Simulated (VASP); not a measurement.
```xyz
2
Lattice="0.0000 2.4627 2.4627 2.4627 0.0000 2.4627 2.4627 2.4627 0.0000" Properties=species:S:1:pos:R:3 pbc="T T T"
Gd     0.0000     0.0000     0.0000
N      2.4627     2.4627     2.4627
```

Computed with PBEsol GGA, VASP's PBE PAW potentials (set 64) (plane waves; VASP 6.6.1). Settings: 600 eV cut-off, 12×12×12 Γ-centred mesh, first-order Methfessel-Paxton smearing of 0.10 eV, potentials Gd_3 N.

The 4f electrons are frozen in the core of the lanthanide potential, so 4f levels, which can set the real gap, and their magnetism are missing. Energy and stress use the plane-wave basis of the starting cell.

Q: The ions, cell shape and volume at an external pressure of 5.0 GPa are relaxed. Which structure does the run end with?

A: 
```xyz
2
Lattice="0.0000 2.4393 2.4393 2.4393 0.0000 2.4393 2.4393 2.4393 0.0000" Properties=species:S:1:pos:R:3 pbc="T T T"
Gd     0.0000     0.0000     0.0000
N      2.4393     2.4393     2.4393
```
Space group Fm-3m (225), at a tolerance of 0.03 Å.

Q: How do energy and volume change from the first to the last step?

A: The energy (σ→0) changes by +6.1 meV/atom and the volume by -2.8 %, in 3 ionic steps.

| step | E(σ→0) (eV) | max force (eV/Å) | pressure (GPa) | volume (Å³) |
|---|---|---|---|---|
| 1 | -17.1241 | 0.000 | -0.17 | 29.87 |
| 2 | -17.0442 | 0.000 | 13.56 | 27.84 |
| 3 | -17.1119 | 0.000 | 4.94 | 29.03 |

The compound is GdN in the rock salt structure. This run relaxes it under an external pressure of 5 GPa. Symmetry was kept, so distortions that lower it aren't found.
